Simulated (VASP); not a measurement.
Runs of VASP 6.6.1 on FB2OSiH3. The cell holds a molecule in a box, 8 atoms: a = 13.000 Å, b = 13.000 Å, c = 13.000 Å, α = 90.00°, β = 90.00°, γ = 90.00°. 

```csv
task,level,potentials or basis,cutoff (eV),grid for exact exchange (PRECFOCK),exchange at q = 0,gap on the mesh (eV),largest force (eV/Å)
single point,PBE,"VASP PAW PBE potentials, release 64 (F, B, O, Si, H)",520,-,-,2.12,0.75
electron localisation function,PBE,"VASP PAW PBE potentials, release 64 (F, B, O, Si, H)",520,-,-,2.12,0.75
atomic charges,PBE+TS,"VASP PAW PBE potentials, release 64 (F, B, O, Si, H)",520,-,-,2.12,(a)
single point,PBE0,"VASP PAW PBE potentials, release 64 (F_h, B_h, O_h, Si, H_h)",900,Fast,truncated,4.29,0.10
```

Alike in all rows: no spin polarisation; cell as given; k mesh 1 × 1 × 1; smearing gaussian 0.01 eV.

Problem. Fill in the values left out.

Solution. (a) 0.76.

Caveats: the PAW data sets were made with another functional, which shifts forces and pressure a little (some runs).

A k mesh can miss the band edges.

Not every run made on this cell is shown here.
